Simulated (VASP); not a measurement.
Consider the following.

```yaml
crystal:
  lattice:
    - [1.88676, -3.26796, 0.00000]
    - [1.88676, 3.26796, 0.00000]
    - [0.00000, 0.00000, 12.07490]
  atoms:
    - { symbol: La, position: [0.00000, 0.00000, 0.50000] }
    - { symbol: La, position: [0.00000, 0.00000, 0.00000] }
    - { symbol: La, position: [0.33333, 0.66667, 0.25000] }
    - { symbol: La, position: [0.66667, 0.33333, 0.75000] }
```

Computed with PBE GGA, VASP's PBE PAW potentials (set 64) (plane waves; VASP). Run with 500 eV cut-off, 9×9×3 Γ-centred mesh, first-order Methfessel-Paxton smearing of 0.10 eV, potentials La.

Problem. Estimate the energy per atom (σ→0), band gap (on the k-mesh) with the smallest direct gap where there is one.

Solution. 
```yaml
band gap (on the k-mesh): none (metal, semimetal or under 0.01 eV)
energy per atom (σ→0): -4884 meV/atom
```

Only differences to runs with the same potentials and settings are physical.

The compound is La in the dhcp structure. It was relaxed first.
